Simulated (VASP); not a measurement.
# ZnRe2 (Fm-3m) in VASP: relaxation of the atoms with r2SCAN

Aim: the relaxation of the atoms of ZnRe2 with r2SCAN.

Everything below comes from runs of VASP 6.6.1. Logs are shortened: lines on timing, memory, paths and dates and some standing lists are left out, and cuts for length are marked.

## Step 1: The undisturbed crystal

Symmetry: Fm-3m, No. 225, cubic system. The conventional cell has a = 5.753 Å, b = 5.753 Å, c = 5.753 Å, α = 90.00°, β = 90.00°, γ = 90.00°. Around Zn (site symmetry m-3m) lie 8 Re at 2.49 Å. Around Re (site symmetry -43m) lie 4 Zn at 2.49 Å.

The cell was built by a generator and needn't be a form met in nature.

## Step 2: Relaxation of the atoms, r2SCAN (atoms moved at random, drawn with an rms of 0.02 Å)

Contents of INCAR:

```
SYSTEM = ZnRe2
PREC     = Accurate       ! precision mode
ENCUT    = 520            ! plane-wave cutoff, eV
EDIFF    = 1E-6           ! SCF threshold, eV
ISMEAR   = 1              ! smearing method
SIGMA    = 0.1            ! smearing width, eV
LREAL    = .FALSE.        ! projectors in reciprocal space
LASPH    = .TRUE.         ! aspherical terms in the spheres
NELM     = 60             ! most SCF steps
ALGO     = Normal         ! electronic algorithm
ISIF     = 2              ! what is computed and relaxed
LWAVE    = .FALSE.        ! write WAVECAR
LCHARG   = .FALSE.        ! write CHGCAR
METAGGA  = R2SCAN         ! meta-GGA
LMIXTAU  = .TRUE.       
IBRION   = 2              ! ionic algorithm
NSW      = 40             ! ionic steps
EDIFFG   = -0.02          ! ionic threshold
```

Contents of KPOINTS:

```
Automatic mesh
0
G
  6 6 6
  0 0 0
```

Contents of POSCAR:

```
ZnRe2
1.0
    0.0000000000      2.8766070000      2.8766070000
    2.8766070000      0.0000000000      2.8766070000
    2.8766070000      2.8766070000      0.0000000000
Zn Re
1 2
Direct
   -0.0005150000     -0.0062730000      0.0059460000
    0.7579630000      0.7485720000      0.7468720000
    0.2535460000      0.2471750000      0.2490690000
```

Potentials or basis: VASP PAW PBE potentials, release 64 (Zn, Re).

On the command line:

```sh
cat potpaw_PBE.64/Zn/POTCAR potpaw_PBE.64/Re/POTCAR > POTCAR
mpirun -np 1 vasp_std > vasp.out
```

OUTCAR:

```text
SYSTEM = ZnRe2
   PREC = Accurate
   ENCUT = 520
   EDIFF = 1E-6
   ISMEAR = 1
   LREAL = .FALSE.
   LASPH = .TRUE.
   NELM = 60
   ISIF = 2
   METAGGA = R2SCAN
   IBRION = 2
   NSW = 40
   EDIFFG = -0.02

 ion  position               nearest neighbor table
   1  0.999  0.994  0.006-   2 2.46   2 2.48   3 2.48   3 2.48   3 2.49   2 2.51   3 2.51   2 2.52

   2  0.758  0.749  0.747-   1 2.46   1 2.48   1 2.51   1 2.52   3 2.86   3 2.87   3 2.87   3 2.88
                             3 2.88   3 2.89
   3  0.254  0.247  0.249-   1 2.48   1 2.48   1 2.49   1 2.51   2 2.86   2 2.87   2 2.87   2 2.88
                             2 2.88   2 2.89

  LATTYP: Found a face centered cubic cell.
 ALAT       =     5.7532140000

  Lattice vectors:

 A1 = (   0.0000000000,   2.8766070000,   2.8766070000)
 A2 = (   2.8766070000,   0.0000000000,   2.8766070000)
 A3 = (   2.8766070000,   2.8766070000,   0.0000000000)

Analysis of symmetry for initial positions (statically):
=====================================================================
 Subroutine PRICEL returns:
 Original cell was already a primitive cell.

 Routine SETGRP: Setting up the symmetry group for a
 face centered cubic supercell.

 Subroutine GETGRP returns: Found  1 space group operations
 (whereof  1 operations were pure point group operations)
 out of a pool of 48 trial point group operations.

The static configuration has the point symmetry C_1 .

Analysis of symmetry for dynamics (positions and initial velocities):
=====================================================================
 Subroutine PRICEL returns:
 Original cell was already a primitive cell.

 Routine SETGRP: Setting up the symmetry group for a
 face centered cubic supercell.

 Subroutine GETGRP returns: Found  1 space group operations
 (whereof  1 operations were pure point group operations)
 out of a pool of 48 trial point group operations.

The dynamic configuration has the point symmetry C_1 .

 Subroutine INISYM returns: Found  1 space group operations
 (whereof  1 operations are pure point group operations),
 and found     1 'primitive' translations

----------------------------------------------------------------------------------------

                                     Primitive cell

  volume of cell :      47.6071

  direct lattice vectors                    reciprocal lattice vectors
     0.000000000  2.876607000  2.876607000    -0.173815888  0.173815888  0.173815888
     2.876607000  0.000000000  2.876607000     0.173815888 -0.173815888  0.173815888
     2.876607000  2.876607000  0.000000000     0.173815888  0.173815888 -0.173815888

  length of vectors
     4.068136633  4.068136633  4.068136633     0.301057949  0.301057949  0.301057949

  position of ions in fractional coordinates (direct lattice)
     0.999485000  0.993727000  0.005946000
     0.757963000  0.748572000  0.746872000
     0.253546000  0.247175000  0.249069000

  ion indices of the primitive-cell ions
   primitive index   ion index
                 1           1
                 2           2
                 3           3

----------------------------------------------------------------------------------------

 KPOINTS: Automatic mesh

Automatic generation of k-mesh.
 Grid dimensions read from file:
 generate k-points for:    6    6    6

 Generating k-lattice:

  Cartesian coordinates                     Fractional coordinates (reciprocal lattice)
    -0.028969315  0.028969315  0.028969315     0.166666667  0.000000000  0.000000000
     0.028969315 -0.028969315  0.028969315     0.000000000  0.166666667  0.000000000
     0.028969315  0.028969315 -0.028969315     0.000000000  0.000000000  0.166666667

  Length of vectors
     0.050176325  0.050176325  0.050176325

  Shift w.r.t. Gamma in fractional coordinates (k-lattice)
     0.000000000  0.000000000  0.000000000

 Subroutine IBZKPT returns following result:
 ===========================================

 Found    112 irreducible k-points:

 Following reciprocal coordinates:
            Coordinates               Weight
  0.000000  0.000000  0.000000      1.000000
  0.166667  0.000000  0.000000      2.000000
  0.000000  0.166667  0.000000      2.000000
  0.000000  0.000000  0.166667      2.000000
  0.166667  0.166667  0.166667      2.000000
  0.333333  0.000000  0.000000      2.000000
[... 16 lines left out ...]
  0.166667 -0.166667 -0.166667      2.000000
  0.333333  0.333333  0.166667      2.000000
 [... further k-points ...]
   k-points           NKPTS =    112   k-points in BZ     NKDIM =    112   number of bands    NBANDS=     17
   number of dos      NEDOS =    301   number of ions     NIONS =      3
   total plane-waves  NPLWV =  27000
   dimension x,y,z NGX =    30 NGY =   30 NGZ =   30
   dimension x,y,z NGXF=    60 NGYF=   60 NGZF=   60
   ions per type =               1   2
   NGX,Y,Z   is equivalent  to a cutoff of  12.26, 12.26, 12.26 a.u.
   NGXF,Y,Z  is equivalent  to a cutoff of  24.52, 24.52, 24.52 a.u.
 SYSTEM =  ZnRe2
   PREC   = accura    normal or accurate (medium, high low for compatibility)
   ISTART =      0    job   : 0-new  1-cont  2-samecut
   ICHARG =      2    charge: 1-file 2-atom 10-const
   ISPIN  =      1    spin polarized calculation?
   LNONCOLLINEAR =      F non collinear calculations
   LSORBIT =      F    spin-orbit coupling
   LASPH  =      T    aspherical Exc in radial PAW
   ENCUT  =  520.0 eV  38.22 Ry    6.18 a.u.   7.56  7.56  7.56*2*pi/ulx,y,z
   NELM   =     60;   NELMIN=  2; NELMDL= -5     # of ELM steps
   EDIFF  = 0.1E-05   stopping-criterion for ELM
   LREAL  =      F    real-space projection
   EDIFFG = -.2E-01   stopping-criterion for IOM
   NSW    =     40    number of steps for IOM
   IBRION =      2    ionic relax: 0-MD 1-quasi-New 2-CG
   NFREE  =      1    steps in history (QN), initial steepest desc. (CG)
   ISIF   =      2    stress and relaxation
   ISYM   =      2    0-nonsym 1-usesym 2-fastsym
   POTIM  = 0.5000    time-step for ionic-motion
   TEBEG  =    0.0;   TEEND  =   0.0 temperature during run
   PSTRESS=    0.0 pullay stress
   NELECT =      26.0000    total number of electrons
   NUPDOWN=      -1.0000    fix difference up-down
   EMIN   =  10.00;   EMAX   =-10.00  energy-range for DOS
   EFERMI =   0.00;   METHOD = LEGACY
   ISMEAR =     1;   SIGMA  =   0.10  broadening in eV -4-tet -1-fermi 0-gaus
   EFERMI_NEDOS =   21; number of points for ismear=-14 and -15
   IALGO  =     38    algorithm
   IMIX   =      4    mixing-type and parameters
     AMIX     =   0.40;   BMIX     =  1.00
     AMIX_MAG =   1.60;   BMIX_MAG =  1.00
  volume/ion in A,a.u.               =      15.87       107.09
  Fermi-wavevector in a.u.,A,eV,Ry     =   1.338162  2.528760 24.363653  1.790678
  Thomas-Fermi vector in A             =   2.466654
   LORBIT       =      0    0 simple, 1 ext, 2 COOP (PROOUT), +10 PAW based schemes
   METAGGA = R2SCAN    functional components
   LHFCALC =     F    Hartree Fock is set to
   AEXX    =    0.0000 exact exchange contribution
   IVDW    =     0    specifies the selected vdW correction
   LEPSILON=     F    determine dielectric tensor
   LRPA    =     F    only Hartree local field effects (RPA)
 conjugate gradient relaxation of ions
 non-spin polarized calculation
 Methfessel and Paxton  Order N= 1 SIGMA  =   0.10
  energy-cutoff  :      520.00
  volume of cell :       47.61
 maximum number of plane-waves:      1303
   NGX = 15   NGY = 15   NGZ = 15

--------------------------------------- Ionic step        1  -------------------------------------------

 number of electron      26.0000003 magnetization

 Free energy of the ion-electron system (eV)
  ---------------------------------------------------
  ext. energy  EPLUGINS =         0.00000000
  ---------------------------------------------------
  free energy    TOTEN  =      -109.86525366 eV

  energy without entropy =     -109.86244115  energy(sigma->0) =     -109.86431616

------------------------ aborting loop because EDIFF is reached ----------------------------------------

  FORCE on cell =-STRESS in cart. coord.  units (eV):
  Direction    XX          YY          ZZ          XY          YZ          ZX
  --------------------------------------------------------------------------------------
  -------------------------------------------------------------------------------------
  Total        0.0348883      0.0335810     -0.0348353      0.2530001     -0.0451471      0.0788636
  in kB        1.1741357      1.1301404     -1.1723545      8.5145090     -1.5193874      2.6540893
  external PRESSURE =       0.3773072 kB  Pullay stress =       0.0000000 kB
[... 59 lines left out ...]
  energy  without entropy=     -109.8709918095  energy(sigma->0) =     -109.87284350

--------------------------------------- Ionic step        3  -------------------------------------------

 number of electron      26.0000008 magnetization

 Free energy of the ion-electron system (eV)
  ---------------------------------------------------
  ext. energy  EPLUGINS =         0.00000000
  ---------------------------------------------------
  free energy    TOTEN  =      -109.87461288 eV

  energy without entropy =     -109.87183930  energy(sigma->0) =     -109.87368835

 E-fermi :   5.4091     XC(G=0): -13.6412

 val. band max:        5.4077285625   @ k =   0.5000   0.5000   0.1667
 cond. band min:       5.4414379283   @ k =   0.1667   0.3333   0.0000
 fundamental gap:      0.0337093658
 Fermi energy:         5.4090664138

 k-point     1 :       0.0000    0.0000    0.0000
  band No.  band energies     occupation
      1      -4.8417      2.00000
      2      -2.9433      2.00000
      3      -2.9432      2.00000
      4      -2.7325      2.00000
      5      -2.7295      2.00000
      6      -2.7262      2.00000
[... 9 lines left out ...]
     16       9.0578      0.00000
     17      11.7879      0.00000
[... 443 lines left out ...]
      1      -3.2744      2.00000
      2      -2.8788      2.00000
      3      -2.8356      2.00000
      4      -2.7969      2.00000
      5      -2.7301      2.00000
      6      -2.7235      2.00000
[... 9 lines left out ...]
     16       7.5212      0.00000
     17       8.6729      0.00000

 [... further k-points ...]

------------------------ aborting loop because EDIFF is reached ----------------------------------------

  FORCE on cell =-STRESS in cart. coord.  units (eV):
  Direction    XX          YY          ZZ          XY          YZ          ZX
  --------------------------------------------------------------------------------------
  -------------------------------------------------------------------------------------
  Total        0.0012863     -0.0037810     -0.0186362      0.2451698     -0.0306028      0.1058388
  in kB        0.0432881     -0.1272457     -0.6271866      8.2509889     -1.0299136      3.5619190
  external PRESSURE =      -0.2370481 kB  Pullay stress =       0.0000000 kB
[... 18 lines left out ...]
  FREE ENERGIE OF THE ION-ELECTRON SYSTEM (eV)
  ---------------------------------------------------
  free  energy   TOTEN  =      -109.8746128768 eV

  energy  without entropy=     -109.8718393038  energy(sigma->0) =     -109.87368835

 reached required accuracy - stopping structural energy minimisation
```

Wall time 15 min (1 thread of Intel Xeon Platinum 8559C (Emerald Rapids), shared host); peak memory 0.25 GiB.

What came out:

```yaml
Free_energy: -109.8746 eV
Energy_gained_by_relaxing: 3.1 meV/atom
Ionic_steps: 3
Pressure_after_relaxing: 0.0 GPa
Largest_force_after_relaxing: 0.010 eV/Å
Band_gap_on_the_k_mesh: none (metal or under the smearing width)
```

Forces on the atoms (eV/Å):
```
Zn  -0.004  0.008  0.003
Re   0.000 -0.004 -0.003
Re   0.004 -0.004  0.000
```

The path:
```tsv
step	energy change (eV)	largest force (eV/Å)	pressure (GPa)
1	0.0000	0.5807	0.04
2	-0.0085	0.1735	-0.05
3	-0.0094	0.0100	-0.02
```

Final structure:
```
CELL_PARAMETERS angstrom
0.00000 2.87661 2.87661
2.87661 0.00000 2.87661
2.87661 2.87661 0.00000
ATOMIC_POSITIONS crystal
Zn 0.00361 0.99654 0.00060
Re 0.75593 0.74710 0.74965
Re 0.25146 0.24583 0.25164
```

Caveat: the PAW data sets were made with another functional, which shifts forces and pressure a little.
